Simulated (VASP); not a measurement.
```yaml
crystal:
  lattice:
    - [0.00000, 2.13600, 2.13600]
    - [2.13600, 0.00000, 2.13600]
    - [2.13600, 2.13600, 0.00000]
  atoms:
    - { symbol: Ti, position: [0.00000, 0.00000, 0.00000] }
    - { symbol: C, position: [0.50000, 0.50000, 0.50000] }
```

Level of theory: RPBE GGA, VASP's PBE PAW potentials (set 64) (plane waves; VASP). Numerical set-up: 520 eV cut-off, 14×14×14 Γ-centred mesh, first-order Methfessel-Paxton smearing of 0.10 eV, potentials Ti_sv C.

Problem. Give the stress tensor in GPa (positive for a compressed cell).

Solution. 
```
16.51   0.00   0.00
 0.00  16.51   0.00
 0.00   0.00  16.51
```
The pressure is its mean diagonal, 16.51 GPa.

The compound is TiC in the rock salt structure. This cell is one point of a volume scan, at 0.94 of the reference volume.
